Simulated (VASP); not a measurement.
Input for VASP

### KPOINTS
```
Automatic mesh
0
Gamma
6 6 4
0 0 0
```

**POSCAR**
```
MgTe
1
    2.3035195726    -3.9898133642     0.0000000000
    2.3035195726     3.9898133642    -0.0000000000
    0.0000000000     0.0000000000     7.4911164964
Mg Te
2 2
Direct
  0.6666670000   0.3333330000   0.4997555353
  0.3333330000   0.6666670000   0.9997555353
  0.6666670000   0.3333330000   0.8762444647
  0.3333330000   0.6666670000   0.3762444647
```

**INCAR**
```
SYSTEM = MgTe
PREC = Accurate; ENCUT = 520; LREAL = F
LASPH = T
EDIFF = 1E-7; NELM = 100; ALGO = Normal
LMAXMIX = 4
ISMEAR = -5
GGA = 91
ISIF = 2
LWAVE = F; LCHARG = T; LORBIT = 11
NEDOS = 601
LEFG = T
```

POTCAR, in this order: Mg Te (PBE.64 set). Program: vasp_std.

### Question
Translate this PW91 calculation to Quantum ESPRESSO's pw.x.

### Answer
One equivalent input (not run):
```
&CONTROL
  calculation = 'scf'
  pseudo_dir = './pseudo'
  outdir = './out'
  tprnfor = .true.
  tstress = .true.
/
&SYSTEM
  ibrav = 0
  nat = 4
  ntyp = 2
  ecutwfc = 84
  occupations = 'tetrahedra'
  input_dft = 'pw91'
/
&ELECTRONS
  conv_thr = 7.3e-09
  electron_maxstep = 100
/
ATOMIC_SPECIES
  Mg 24.305 Mg.upf
  Te 127.600 Te.upf
CELL_PARAMETERS angstrom
     2.3035196   -3.9898134    0.0000000
     2.3035196    3.9898134   -0.0000000
     0.0000000    0.0000000    7.4911165
ATOMIC_POSITIONS crystal
  Mg   0.6666670  0.3333330  0.4997555
  Mg   0.3333330  0.6666670  0.9997555
  Te   0.6666670  0.3333330  0.8762445
  Te   0.3333330  0.6666670  0.3762445
K_POINTS automatic
  6 6 4 0 0 0
```
Limits of the translation: the potentials are each code's own (VASP's PAW set, PseudoDojo norm-conserving files in pw.x), so ENCUT and ecutwfc are chosen apart and not converted; conv_thr bounds pw.x's estimated SCF error, while EDIFF bounds the energy change between steps; the field gradients of LEFG aren't asked of the other code.

The compound is MgTe in the wurtzite structure. It was relaxed first.
